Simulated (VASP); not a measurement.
# BN (Qingsongite): convergence with the smearing and k-mesh, part 3 of 3

Aim: find what the smearing and k-mesh change for BN (Qingsongite), and what they cost. The series runs use PBE. The start is a cell from a database of measured crystal structures.

VASP 6.6.1; PBE; plane waves and PAW (B, N).

So far. Step 18 (K-mesh: 9 9 9): Against the run before the energy moves by -0.50 meV an atom and the pressure by -0.01 GPa, after 12 cycles in 2.8 s.

### 19. K-mesh: 13 13 13

The input, INCAR:

```
SYSTEM = BN
PREC = Accurate
ENCUT = 520
EDIFF = 1E-06
NELM = 100
ISMEAR = -1
SIGMA = 0.05
LREAL = .FALSE.
ALGO = Normal
GGA = PE
NBANDS = 10
LORBIT = 11
LWAVE = .FALSE.
LCHARG = .FALSE.
KPAR = 2
ISIF = 2
```

The input, POSCAR:

```
BN
1.0
    0.0000000000      1.8075000000      1.8075000000
    1.8075000000      0.0000000000      1.8075000000
    1.8075000000      1.8075000000      0.0000000000
B N
1 1
Direct
    0.0000000000      0.0000000000      0.0000000000
    0.2500000000      0.2500000000      0.2500000000
```

The input, KPOINTS:

```
Automatic mesh
0
Gamma
13 13 13
0 0 0
```

Potentials, in the order of the species: B and N (PBE family, release 64).

The run is started by

```
$ mpirun -np 2 vasp_std
```

The program printed:

```text
[... set-up lines as in an earlier step ...]
 entering main loop
       N       E                     dE             d eps       ncg     rms          rms(c)
DAV:   1     0.914100683008E+01    0.91410E+01   -0.50900E+03  1744   0.793E+02
DAV:   2    -0.179562481827E+02   -0.27097E+02   -0.26178E+02  2012   0.168E+02
DAV:   3    -0.184142783742E+02   -0.45803E+00   -0.45748E+00  1952   0.197E+01
DAV:   4    -0.184149006814E+02   -0.62231E-03   -0.62230E-03  1830   0.756E-01
[...]
DAV:  10    -0.174497922081E+02   -0.81257E-04   -0.11939E-04  1876   0.998E-02    0.148E-02
DAV:  11    -0.174497973784E+02   -0.51703E-05   -0.10188E-05  1968   0.272E-02    0.104E-02
DAV:  12    -0.174497973369E+02    0.41571E-07   -0.18785E-06  1066   0.999E-03
   1 F= -.17449797E+02 E0= -.17449797E+02  d E =-.215659E-10
```

Run time: 4.8 s. Hardware: 2 MPI ranks of AMD EPYC 7R43, shared host; peak memory 0.17 GiB.

From OUTCAR (step 19):

```text
  Total        0.2431283      0.2431283      0.2431283      0.0000000      0.0000000     -0.0000000
  in kB       32.9823138     32.9823138     32.9823138      0.0000000      0.0000000     -0.0000000
  external PRESSURE =      32.9823138 kB  Pullay stress =       0.0000000 kB

  FREE ENERGIE OF THE ION-ELECTRON SYSTEM (eV)
  ---------------------------------------------------
  free  energy   TOTEN  =       -17.4497973369 eV

  energy  without entropy=      -17.4497973368  energy(sigma->0) =      -17.44979734

[... 2 parts as in an earlier step ...]

[... 2 further parts left out ...]
[key lines of the parts left out:]
E-fermi :   8.3565
```

Against the run before the energy moves by -0.02 meV an atom while the pressure stays within 0.01 GPa, after 12 cycles in 4.8 s.

### 20. K-mesh: 16 16 16

INCAR is that of step 19.

POSCAR is that of step 19.

The input, KPOINTS:

```
Automatic mesh
0
Gamma
16 16 16
0 0 0
```

The run is started by

```
$ mpirun -np 2 vasp_std
```

The program printed:

```text
[... set-up lines as in an earlier step ...]
 entering main loop
       N       E                     dE             d eps       ncg     rms          rms(c)
DAV:   1     0.955330025449E+01    0.95533E+01   -0.51107E+03  3028   0.798E+02
DAV:   2    -0.179317067070E+02   -0.27485E+02   -0.26658E+02  3456   0.169E+02
DAV:   3    -0.184142596745E+02   -0.48255E+00   -0.48165E+00  3388   0.199E+01
DAV:   4    -0.184149047385E+02   -0.64506E-03   -0.64504E-03  3158   0.766E-01
[...]
DAV:  10    -0.174497963189E+02   -0.81499E-04   -0.12007E-04  3188   0.100E-01    0.148E-02
DAV:  11    -0.174498015079E+02   -0.51890E-05   -0.10306E-05  3394   0.273E-02    0.105E-02
DAV:  12    -0.174498014637E+02    0.44210E-07   -0.18988E-06  1804   0.100E-02
   1 F= -.17449801E+02 E0= -.17449801E+02  d E =-.186034E-10
```

Run time: 7.8 s. Hardware: 2 MPI ranks; peak memory 0.2 GiB; 14 s of CPU time.

Parts of OUTCAR (step 20):

```text
  Total        0.2431470      0.2431470      0.2431470      0.0000000     -0.0000000      0.0000000
  in kB       32.9848591     32.9848591     32.9848591      0.0000000     -0.0000000      0.0000000
  external PRESSURE =      32.9848591 kB  Pullay stress =       0.0000000 kB

  FREE ENERGIE OF THE ION-ELECTRON SYSTEM (eV)
  ---------------------------------------------------
  free  energy   TOTEN  =       -17.4498014637 eV

  energy  without entropy=      -17.4498014637  energy(sigma->0) =      -17.44980146

[... 2 parts as in an earlier step ...]

[... 2 further parts left out ...]
[key lines of the parts left out:]
E-fermi :   8.3565
```

Against the run before the energy stays within 0.01 meV an atom and the pressure within 0.01 GPa, after 12 cycles in 7.8 s.

### 21. K-mesh: 19 19 19

INCAR is that of step 20.

POSCAR is that of step 20.

The input, KPOINTS:

```
Automatic mesh
0
Gamma
19 19 19
0 0 0
```

The run is started by

```
$ mpirun -np 2 vasp_std
```

The program printed:

```text
[... set-up lines as in an earlier step ...]
 entering main loop
       N       E                     dE             d eps       ncg     rms          rms(c)
DAV:   1     0.962308750995E+01    0.96231E+01   -0.51010E+03  4562   0.797E+02
DAV:   2    -0.179215257150E+02   -0.27545E+02   -0.26696E+02  5256   0.170E+02
DAV:   3    -0.184142277065E+02   -0.49270E+00   -0.49183E+00  5158   0.200E+01
DAV:   4    -0.184149055477E+02   -0.67784E-03   -0.67782E-03  4796   0.789E-01
[...]
DAV:  10    -0.174497964196E+02   -0.81399E-04   -0.11981E-04  4832   0.100E-01    0.148E-02
DAV:  11    -0.174498016144E+02   -0.51948E-05   -0.10293E-05  5142   0.273E-02    0.105E-02
DAV:  12    -0.174498015706E+02    0.43798E-07   -0.18922E-06  2778   0.100E-02
   1 F= -.17449802E+02 E0= -.17449802E+02  d E =-.170646E-10
```

The job ended after 12 s (2 MPI ranks; peak memory 0.2 GiB; 22 s of CPU time).

OUTCAR, selected parts (step 21):

```text
  Total        0.2431103      0.2431103      0.2431103      0.0000000      0.0000000      0.0000000
  in kB       32.9798788     32.9798788     32.9798788      0.0000000      0.0000000      0.0000000
  external PRESSURE =      32.9798788 kB  Pullay stress =       0.0000000 kB

  FREE ENERGIE OF THE ION-ELECTRON SYSTEM (eV)
  ---------------------------------------------------
  free  energy   TOTEN  =       -17.4498015706 eV

  energy  without entropy=      -17.4498015706  energy(sigma->0) =      -17.44980157

[... 2 parts as in an earlier step ...]

[... 2 further parts left out ...]
[key lines of the parts left out:]
E-fermi :   8.3565
```

Against the run before the energy stays within 0.01 meV an atom and the pressure within 0.01 GPa, after 12 cycles in 12 s.

### 22. The k-mesh series as a table

This step: convergence of PBE results with the mesh; plane waves and PAW (VASP 6.6.1).

Derived from the runs above.

Differences are taken from the run with 19 19 19. Results of the series, by row:

| setting | status | energy less the reference (meV/atom) | pressure (GPa) | gap (eV) | SCF cycles | wall time (s) |
| --- | --- | --- | --- | --- | --- | --- |
| 3 3 3 | converged | 186.7 | 6.696 | 5.607 | 12 | 1.6 |
| 4 4 4 | converged | 37.29 | 3.986 | 4.435 | 12 | 2 |
| 6 6 6 | converged | 1.975 | 3.333 | 4.457 | 12 | 2.2 |
| 7 7 7 | converged | 0.5246 | 3.307 | 4.712 | 12 | 2.4 |
| 9 9 9 | converged | 0.02184 | 3.299 | 4.614 | 12 | 2.8 |
| 13 13 13 | converged | 0.002115 | 3.298 | 4.534 | 12 | 4.8 |
| 16 16 16 | converged | 5.50e-5 | 3.298 | 4.459 | 12 | 7.8 |
| 19 19 19 | converged | 0 | 3.298 | 4.494 | 12 | 11.6 |

### 23. Summary of results

```yaml
spread_of_the_pressure_over_the_smearing: 0.0172 GPa
spread_of_the_energy_over_the_smearing: 0.0777 meV/atom
k_mesh_from_which_the_energy_stays_within_10_mev_atom_of_the_reference: 6 6 6
k_mesh_from_which_the_energy_stays_within_1_mev_atom_of_the_reference: 7 7 7
k_mesh_from_which_the_pressure_stays_within_0p2_gpa_of_the_reference: 6 6 6
spread_of_the_pressure_over_the_k_mesh: 3.40 GPa
spread_of_the_energy_over_the_k_mesh: 187 meV/atom
```

What this shows: The usual rule keeps the entropy term T·S under 1 meV an atom, which holds up to a width of 0.5 eV for Gaussian and 0.2 eV for first-order Methfessel-Paxton. Farthest in energy from the narrowest smearing lies ISMEAR = 1, SIGMA = 0.5 (+0.1 meV an atom, -0.02 GPa). Methfessel-Paxton smearing is made for metals and can give negative occupations at band edges. From 7 7 7 on, the energy stays within 1 meV an atom of the reference, at 21 % of its time. The pressure holds within 0.2 GPa from 6 6 6 on. The gap in the table jumps with the points that each mesh happens to hold, and is no measure of convergence. Differences are taken from the run with 19 19 19, which is itself not the exact limit. Forces vanish by symmetry in this cell, so the series can't test them. The runs at 3 3 3; 4 4 4 are over 30 meV an atom or 2 GPa off and describe the material poorly.

[Lines on the potential files, build, host, timing and source positions are cut from VASP's logs without a mark.]

[Logs are printed without paths, hosts, clocks, repeated set-up lines and the standing remarks that a program may print on its own settings, such as how far it seeks lower states.]

[Hosts, paths, dates, database ids (printed as entryN), source tags and the programs' standing remarks are cut or masked in the printed files.]

[A measured line is paired with the nearest computed mode of its activity, which favours agreement.]
